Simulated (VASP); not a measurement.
Consider the following.

```
CELL_PARAMETERS angstrom
      0.00000     2.68132     2.68132
      2.68132     0.00000     2.68132
      2.68132     2.68132     0.00000
ATOMIC_POSITIONS crystal
  Ca 0.00000 0.00000 0.00000
  F  0.25000 0.25000 0.25000
  F  0.75000 0.75000 0.75000
```

All values below come from PBE GGA with D3 dispersion (Becke-Johnson damping), VASP's PBE PAW potentials (set 64) (plane waves; VASP). Run with 520 eV cut-off, 7×7×7 Γ-centred mesh, Gaussian smearing of 0.050 eV, potentials Ca_sv F.

Problem. Give the stress tensor in GPa (positive for a compressed cell).

Solution. 
```
5.92  0.00  0.00
0.00  5.92  0.00
0.00  0.00  5.92
```
The pressure is its mean diagonal, 5.92 GPa.

The compound is CaF2 in the fluorite structure. This cell is one point of a volume scan, at 0.94 of the reference volume.
